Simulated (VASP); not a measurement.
Method: LDA (Ceperley-Alder, Perdew-Zunger), VASP's LDA PAW potentials (set 64) (plane waves; VASP).

VASP ran on this input.

POSCAR:
```
Ta
1.0
 -1.5854430440   1.5854430440   1.5854430440
  1.5854430440  -1.5854430440   1.5854430440
  1.5854430440   1.5854430440  -1.5854430440
Ta
1
Cartesian
  0.0000000000   0.0000000000   0.0000000000
```

### INCAR
```
! general
SYSTEM   =  Ta
PREC     =  Accurate
ENCUT    =  500
LREAL    =  .FALSE.
LASPH    =  .TRUE.

! electronic loop
EDIFF    =  1E-6
NELM     =  100
ALGO     =  Normal
LMAXMIX  =  6

! smearing
ISMEAR   =  1
SIGMA    =  0.1

! ions
IBRION   =  2
NSW      =  40
ISIF     =  3
EDIFFG   =  -0.02
PSTRESS  =  300

! output
LWAVE    =  .FALSE.
LCHARG   =  .FALSE.
```

### KPOINTS
```
Automatic mesh
0
Gamma
16 16 16
0 0 0
```

POTCAR, in this order: Ta_pv (LDA.64 set). Program: vasp_std.

Energy and stress use the plane-wave basis of the starting cell. Unless said otherwise, spin-orbit coupling is left out, though it shifts the bands of the heavy elements here.

Question: What does the run give for the energy per atom (σ→0), volume per atom, band gap (on the k-mesh)?

Answer: 
```
Quantity                                                     Value
------------------------  ----------------------------------------
energy per atom (σ→0)                              -12.666 eV/atom
band gap (on the k-mesh)  none (metal, semimetal or under 0.01 eV)
volume per atom                                     15.43 Å^3/atom
```

**OSZICAR**
```
...
DAV:   7    -0.126711952827E+02    0.55954E-08   -0.12127E-07  1526   0.394E-03
   3 F= -.97776014E+01 E0= -.97774149E+01  d E =-.165582E-01
       N       E                     dE             d eps       ncg     rms          rms(c)
DAV:   1    -0.126662879396E+02    0.49073E-02   -0.66511E-03  2662   0.122E+00    0.144E-01
DAV:   2    -0.126661318847E+02    0.15605E-03   -0.20179E-04  2666   0.191E-01    0.494E-02
DAV:   3    -0.126660946591E+02    0.37226E-04   -0.11312E-04  2693   0.138E-01    0.174E-02
DAV:   4    -0.126660952301E+02   -0.57095E-06   -0.15116E-06  2631   0.134E-02
   4 F= -.97776656E+01 E0= -.97774730E+01  d E =-.166224E-01
```

The compound is Ta in the bcc structure. This run relaxes it under an external pressure of 30 GPa. Symmetry was kept, so distortions that lower it aren't found.
